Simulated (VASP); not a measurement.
# LiSnH3 (Pm-3m) in VASP: further runs

Runs on LiSnH3. Level: PBE. Tasks: single point, relaxation of cell and atoms.

Everything below comes from runs of VASP 6.6.1. Logs are shortened: lines on timing, memory, paths and dates and some standing lists are left out, and cuts for length are marked.

**1. Starting point**

The structure is cubic, space group Pm-3m (No. 221). The conventional cell has a = 3.683 Å, b = 3.683 Å, c = 3.683 Å, α = 90.00°, β = 90.00°, γ = 90.00°. Li (site symmetry m-3m) has 6 H at 1.84 Å as nearest neighbours. Around Sn (site symmetry m-3m) lie 12 H at 2.60 Å. H (site symmetry 4/mmm) is surrounded by 2 Li at 1.84 Å.

The cell was built by a generator and needn't be a form met in nature.

**2. Single point, PBE**

File INCAR:

```
PREC = Accurate
ENCUT = 520
EDIFF = 1E-7
ISMEAR = 0
SIGMA = 0.1
LREAL = False
LASPH = True
NELM = 100
ALGO = Fast
ISIF = 2
LWAVE = False
LCHARG = False
GGA = PE
NBANDS = 18
```

File KPOINTS:

```
regular mesh
0
Gamma
  10 10 10
```

File POSCAR:

```
LiSnH3
1.0
    3.6830949282      0.0000000000      0.0000000000
    0.0000000000      3.6830949282      0.0000000000
    0.0000000000      0.0000000000      3.6830949282
Li Sn H
1 1 3
Direct
    0.0000000000      0.0000000000      0.0000000000
    0.5000000000      0.5000000000      0.5000000000
    0.5000000000      0.0000000000      0.0000000000
    0.0000000000      0.5000000000      0.0000000000
    0.0000000000      0.0000000000      0.5000000000
```

Potentials or basis: VASP PAW PBE potentials, release 64 (Li_sv, Sn_d, H).

Command:

```bash
$ cat potpaw_PBE.64/Li_sv/POTCAR potpaw_PBE.64/Sn_d/POTCAR potpaw_PBE.64/H/POTCAR > POTCAR
$ mpirun -np 1 vasp_std > vasp.out
```

OUTCAR:

```text
PREC = Accurate
   ENCUT = 520
   EDIFF = 1E-7
   ISMEAR = 0
   LREAL = False
   LASPH = True
   NELM = 100
   ISIF = 2
   GGA = PE

 ion  position               nearest neighbor table
   1  0.000  0.000  0.000-
   2  0.500  0.500  0.500-
   3  0.500  0.000  0.000-
   4  0.000  0.500  0.000-
   5  0.000  0.000  0.500-

  LATTYP: Found a simple cubic cell.
 ALAT       =     3.6830949282

  Lattice vectors:

 A1 = (   3.6830949282,   0.0000000000,   0.0000000000)
 A2 = (   0.0000000000,   3.6830949282,   0.0000000000)
 A3 = (   0.0000000000,   0.0000000000,   3.6830949282)

Analysis of symmetry for initial positions (statically):
=====================================================================
 Subroutine PRICEL returns:
 Original cell was already a primitive cell.

 Routine SETGRP: Setting up the symmetry group for a
 simple cubic supercell.

 Subroutine GETGRP returns: Found 48 space group operations
 (whereof 48 operations were pure point group operations)
 out of a pool of 48 trial point group operations.

The static configuration has the point symmetry O_h .

Analysis of symmetry for dynamics (positions and initial velocities):
=====================================================================
 Subroutine PRICEL returns:
 Original cell was already a primitive cell.

 Routine SETGRP: Setting up the symmetry group for a
 simple cubic supercell.

 Subroutine GETGRP returns: Found 48 space group operations
 (whereof 48 operations were pure point group operations)
 out of a pool of 48 trial point group operations.

The dynamic configuration has the point symmetry O_h .

 Subroutine INISYM returns: Found 48 space group operations
 (whereof 48 operations are pure point group operations),
 and found     1 'primitive' translations

----------------------------------------------------------------------------------------

                                     Primitive cell

  volume of cell :      49.9619

  direct lattice vectors                    reciprocal lattice vectors
     3.683094928  0.000000000  0.000000000     0.271510786  0.000000000  0.000000000
     0.000000000  3.683094928  0.000000000     0.000000000  0.271510786  0.000000000
     0.000000000  0.000000000  3.683094928     0.000000000  0.000000000  0.271510786

  length of vectors
     3.683094928  3.683094928  3.683094928     0.271510786  0.271510786  0.271510786

  position of ions in fractional coordinates (direct lattice)
     0.000000000  0.000000000  0.000000000
     0.500000000  0.500000000  0.500000000
     0.500000000  0.000000000  0.000000000
     0.000000000  0.500000000  0.000000000
     0.000000000  0.000000000  0.500000000

  ion indices of the primitive-cell ions
   primitive index   ion index
                 1           1
                 2           2
                 3           3
                 4           4
                 5           5

----------------------------------------------------------------------------------------

 KPOINTS: regular mesh

Automatic generation of k-mesh.
 Grid dimensions read from file:
 generate k-points for:   10   10   10

 Generating k-lattice:

  Cartesian coordinates                     Fractional coordinates (reciprocal lattice)
     0.027151079  0.000000000  0.000000000     0.100000000  0.000000000  0.000000000
     0.000000000  0.027151079  0.000000000     0.000000000  0.100000000  0.000000000
     0.000000000  0.000000000  0.027151079     0.000000000  0.000000000  0.100000000

  Length of vectors
     0.027151079  0.027151079  0.027151079

  Shift w.r.t. Gamma in fractional coordinates (k-lattice)
     0.000000000  0.000000000  0.000000000

 Subroutine IBZKPT returns following result:
 ===========================================

 Found     56 irreducible k-points:

 Following reciprocal coordinates:
            Coordinates               Weight
  0.000000  0.000000  0.000000      1.000000
  0.100000  0.000000  0.000000      6.000000
  0.200000  0.000000  0.000000      6.000000
  0.300000  0.000000  0.000000      6.000000
  0.400000  0.000000  0.000000      6.000000
  0.500000  0.000000  0.000000      3.000000
[... 16 lines left out ...]
  0.200000  0.100000  0.100000     24.000000
  0.300000  0.100000  0.100000     24.000000
 [... further k-points ...]
   k-points           NKPTS =     56   k-points in BZ     NKDIM =     56   number of bands    NBANDS=     18
   number of dos      NEDOS =    301   number of ions     NIONS =      5
   total plane-waves  NPLWV =  21952
   dimension x,y,z NGX =    28 NGY =   28 NGZ =   28
   dimension x,y,z NGXF=    56 NGYF=   56 NGZF=   56
   ions per type =               1   1   3
   NGX,Y,Z   is equivalent  to a cutoff of  12.64, 12.64, 12.64 a.u.
   NGXF,Y,Z  is equivalent  to a cutoff of  25.28, 25.28, 25.28 a.u.
 SYSTEM =  unknown system
   PREC   = accura    normal or accurate (medium, high low for compatibility)
   ISTART =      0    job   : 0-new  1-cont  2-samecut
   ICHARG =      2    charge: 1-file 2-atom 10-const
   ISPIN  =      1    spin polarized calculation?
   LNONCOLLINEAR =      F non collinear calculations
   LSORBIT =      F    spin-orbit coupling
   LASPH  =      T    aspherical Exc in radial PAW
   ENCUT  =  520.0 eV  38.22 Ry    6.18 a.u.   6.85  6.85  6.85*2*pi/ulx,y,z
   NELM   =    100;   NELMIN=  2; NELMDL= -5     # of ELM steps
   EDIFF  = 0.1E-06   stopping-criterion for ELM
   LREAL  =      F    real-space projection
   EDIFFG = 0.1E-05   stopping-criterion for IOM
   NSW    =      0    number of steps for IOM
   IBRION =     -1    ionic relax: 0-MD 1-quasi-New 2-CG
   NFREE  =      0    steps in history (QN), initial steepest desc. (CG)
   ISIF   =      2    stress and relaxation
   ISYM   =      2    0-nonsym 1-usesym 2-fastsym
   POTIM  = 0.5000    time-step for ionic-motion
   TEBEG  =    0.0;   TEEND  =   0.0 temperature during run
   PSTRESS=    0.0 pullay stress
   NELECT =      20.0000    total number of electrons
   NUPDOWN=      -1.0000    fix difference up-down
   EMIN   =  10.00;   EMAX   =-10.00  energy-range for DOS
   EFERMI =   0.00;   METHOD = LEGACY
   ISMEAR =     0;   SIGMA  =   0.10  broadening in eV -4-tet -1-fermi 0-gaus
   EFERMI_NEDOS =   21; number of points for ismear=-14 and -15
   IALGO  =     68    algorithm
   IMIX   =      4    mixing-type and parameters
     AMIX     =   0.40;   BMIX     =  1.00
     AMIX_MAG =   1.60;   BMIX_MAG =  1.00
  volume/ion in A,a.u.               =       9.99        67.43
  Fermi-wavevector in a.u.,A,eV,Ry     =   1.206531  2.280014 19.806242  1.455718
  Thomas-Fermi vector in A             =   2.342196
   LORBIT       =      0    0 simple, 1 ext, 2 COOP (PROOUT), +10 PAW based schemes
   GGA     = PE    functional components
   LHFCALC =     F    Hartree Fock is set to
   AEXX    =    0.0000 exact exchange contribution
   IVDW    =     0    specifies the selected vdW correction
   LEPSILON=     F    determine dielectric tensor
   LRPA    =     F    only Hartree local field effects (RPA)
 non-spin polarized calculation
 RMM-DIIS sequential band-by-band and
 Gauss-broadening in eV      SIGMA  =   0.10
  energy-cutoff  :      520.00
  volume of cell :       49.96
 maximum number of plane-waves:      1376
 NGX is ok and might be reduce to    28
   NGX = 13   NGY = 13   NGZ = 13

 number of electron      19.9999985 magnetization

 Free energy of the ion-electron system (eV)
  ---------------------------------------------------
  ext. energy  EPLUGINS =         0.00000000
  ---------------------------------------------------
  free energy    TOTEN  =       -14.67870421 eV

  energy without entropy =      -14.67344687  energy(sigma->0) =      -14.67607554

 E-fermi :   4.5860     XC(G=0):  -9.8020

 val. band max:        4.5451603453   @ k =   0.3000   0.1000   0.0000
 cond. band min:       4.5892665999   @ k =   0.2000   0.1000   0.0000
 fundamental gap:      0.0441062545
 Fermi energy:         4.5860343193

 k-point     1 :       0.0000    0.0000    0.0000
  band No.  band energies     occupation
      1     -40.1983      2.00000
      2     -16.9685      2.00000
      3     -16.9685      2.00000
      4     -16.8964      2.00000
      5     -16.8964      2.00000
      6     -16.8964      2.00000
[... 10 lines left out ...]
     17      15.9069      0.00000
     18      15.9069      0.00000

 k-point     2 :       0.1000    0.0000    0.0000
  band No.  band energies     occupation
      1     -40.1981      2.00000
      2     -16.9681      2.00000
      3     -16.9629      2.00000
      4     -16.8981      2.00000
      5     -16.8981      2.00000
      6     -16.8962      2.00000
[... 10 lines left out ...]
     17      15.0533      0.00000
     18      17.0035      0.00000

 k-point     3 :       0.2000    0.0000    0.0000
  band No.  band energies     occupation
      1     -40.1978      2.00000
      2     -16.9669      2.00000
      3     -16.9481      2.00000
      4     -16.9026      2.00000
      5     -16.9026      2.00000
      6     -16.8959      2.00000
[... 10 lines left out ...]
     17      13.9593      0.00000
     18      17.8598      0.00000

 k-point     4 :       0.3000    0.0000    0.0000
  band No.  band energies     occupation
      1     -40.1974      2.00000
      2     -16.9655      2.00000
      3     -16.9299      2.00000
      4     -16.9082      2.00000
      5     -16.9082      2.00000
      6     -16.8954      2.00000
[... 375 lines left out ...]
      4     -16.8999      2.00000
      5     -16.8997      2.00000
      6     -16.8997      2.00000
[... 10 lines left out ...]
     17      16.6234      0.00000
     18      16.6234      0.00000

 k-point    23 :       0.2000    0.1000    0.1000
  band No.  band energies     occupation
      1     -40.1975      2.00000
      2     -16.9583      2.00000
      3     -16.9446      2.00000
      4     -16.9045      2.00000
      5     -16.9044      2.00000
      6     -16.8994      2.00000
[... 10 lines left out ...]
     17      15.7448      0.00000
     18      16.9193      0.00000

 k-point    24 :       0.3000    0.1000    0.1000
  band No.  band energies     occupation
      1     -40.1971      2.00000
      2     -16.9570      2.00000
      3     -16.9262      2.00000
      4     -16.9103      2.00000
      5     -16.9102      2.00000
      6     -16.8989      2.00000
[... 10 lines left out ...]
     17      14.6712      0.00000
     18      16.6454      0.00000

 [... further k-points ...]

------------------------ aborting loop because EDIFF is reached ----------------------------------------

  FORCE on cell =-STRESS in cart. coord.  units (eV):
  Direction    XX          YY          ZZ          XY          YZ          ZX
  --------------------------------------------------------------------------------------
  -------------------------------------------------------------------------------------
  Total       -0.0439743     -0.0439743     -0.0439743     -0.0000000      0.0000000     -0.0000000
  in kB       -1.4101675     -1.4101675     -1.4101675     -0.0000000      0.0000000     -0.0000000
  external PRESSURE =      -1.4101675 kB  Pullay stress =       0.0000000 kB

 VOLUME and BASIS-vectors are now :
 -----------------------------------------------------------------------------
  energy-cutoff  :      520.00
  volume of cell :       49.96
      direct lattice vectors                 reciprocal lattice vectors
     3.683094928  0.000000000  0.000000000     0.271510786  0.000000000  0.000000000
     0.000000000  3.683094928  0.000000000     0.000000000  0.271510786  0.000000000
     0.000000000  0.000000000  3.683094928     0.000000000  0.000000000  0.271510786

 POSITION                                       TOTAL-FORCE (eV/Angst)
 -----------------------------------------------------------------------------------
      0.00000      0.00000      0.00000         0.000000      0.000000      0.000000
      1.84155      1.84155      1.84155         0.000000      0.000000      0.000000
      1.84155      0.00000      0.00000         0.000000      0.000000      0.000000
      0.00000      1.84155      0.00000         0.000000      0.000000      0.000000
      0.00000      0.00000      1.84155         0.000000      0.000000      0.000000
 -----------------------------------------------------------------------------------
    total drift:                                0.000000      0.000000      0.000000

  FREE ENERGIE OF THE ION-ELECTRON SYSTEM (eV)
  ---------------------------------------------------
  free  energy   TOTEN  =       -14.6787042053 eV

  energy  without entropy=      -14.6734468731  energy(sigma->0) =      -14.67607554
```

Run time: 53 s. Hardware: 1 thread of Intel Xeon 6975P-C (Granite Rapids), shared host; peak memory 0.18 GiB.

What came out:

```yaml
Free_energy: -14.6787 eV
Band_gap_on_the_k_mesh: none (metal or under the smearing width)
```

Levels at points of the mesh, in eV from the Fermi level:
```
           k point  band 8  band 9  band 10  band 11  band 12  band 13
(0.00, 0.00, 0.00)   -0.67   -0.67     0.91     1.57     1.57     1.57
(0.50, 0.00, 0.00)   -6.28   -0.22     0.35     3.44     3.44     6.04
(0.50, 0.50, 0.00)   -4.91   -4.91    -2.89     4.07     4.07     4.90
(0.50, 0.50, 0.50)   -2.96   -2.96    -2.96    -0.92    -0.92    -0.92
```

Caveat: the cutoff is under 1.25 times the usual one of these potentials, so pressure, stress and relaxed cells hold a basis-set (Pulay) error.

**3. Relaxation of cell and atoms, PBE**

This run uses another cell than the first one, of 9.86 Å³/atom, 0.986 times its volume.

File INCAR:

```
SYSTEM = LiSnH3
PREC = Accurate
ENCUT = 600
EDIFF = 1E-6
ISMEAR = 0
SIGMA = 0.1
LREAL = .FALSE.
LASPH = .TRUE.
NELM = 100
ALGO = Normal
ISIF = 3
LWAVE = .FALSE.
LCHARG = .FALSE.
GGA = PE
IBRION = 2
NSW = 100
EDIFFG = -0.01
```

File KPOINTS:

```
regular mesh
0
G
  10 10 10
  0 0 0
```

Changes to POSCAR since step 2:

```diff
@@ -2,5 +2,5 @@
 1.0
-    3.6830949282      0.0000000000      0.0000000000
-    0.0000000000      3.6830949282      0.0000000000
-    0.0000000000      0.0000000000      3.6830949282
+    3.6663883487      0.0000000000      0.0000000000
+    0.0000000000      3.6663883487      0.0000000000
+    0.0000000000      0.0000000000      3.6663883487
 Li Sn H
```

Potentials or basis: VASP PAW PBE potentials, release 64 (Li_sv, Sn_d, H).

Command:

```bash
$ cat potpaw_PBE.64/Li_sv/POTCAR potpaw_PBE.64/Sn_d/POTCAR potpaw_PBE.64/H/POTCAR > POTCAR
$ mpirun -np 1 vasp_std > vasp.out
```

It took 46 s on 1 thread of Intel Xeon 6975P-C (Granite Rapids), shared host; peak memory 0.2 GiB.

Results (log left out):

```
Free energy                            : -14.6791 eV
Relaxed volume                         : 9.95 Å³/atom
Relaxed cell                           : a = 3.678 Å, b = 3.678 Å, c = 3.678 Å, α = 90.00°, β = 90.00°, γ = 90.00°
Space group after relaxing (to 0.05 Å) : Pm-3m (No. 221)
Energy gained by relaxing              : 0.2 meV/atom
Ionic steps                            : 3
Pressure after relaxing                : 0.1 GPa
Band gap on the k mesh                 : none (metal or under the smearing width)
```

Step by step:
```tsv
step	energy change (eV)	largest force (eV/Å)	pressure (GPa)	volume (Å³)
1	0.0000	0.0000	0.51	49.29
2	-0.0006	0.0000	0.30	49.51
3	-0.0009	0.0000	0.09	49.75
```

Final structure:
```
Li Sn H
1.0
     3.67780    0.00000    0.00000
     0.00000    3.67780    0.00000
     0.00000    0.00000    3.67780
Li Sn H
1 1 3
Direct
  0.00000 0.00000 0.00000
  0.50000 0.50000 0.50000
  0.50000 0.00000 0.00000
  0.00000 0.50000 0.00000
  0.00000 0.00000 0.50000
```

Levels at points of the mesh, in eV from the Fermi level:
| k point | band 6 | band 7 | band 8 | band 9 | band 10 | band 11 | band 12 | band 13 | band 14 |
| --- | --- | --- | --- | --- | --- | --- | --- | --- | --- |
| (0.00, 0.00, 0.00) | -21.48 | -10.09 | -0.68 | -0.68 | 0.93 | 1.57 | 1.57 | 1.57 | 10.89 |
| (0.50, 0.00, 0.00) | -21.48 | -8.24 | -6.31 | -0.23 | 0.36 | 3.46 | 3.46 | 6.04 | 6.04 |
| (0.50, 0.50, 0.00) | -21.46 | -5.96 | -4.94 | -4.94 | -2.91 | 4.08 | 4.08 | 4.92 | 7.82 |
| (0.50, 0.50, 0.50) | -21.46 | -4.39 | -2.98 | -2.98 | -2.98 | -0.93 | -0.93 | -0.93 | 5.32 |

Caveat: the cutoff is under 1.25 times the usual one of these potentials, so pressure, stress and relaxed cells hold a basis-set (Pulay) error.
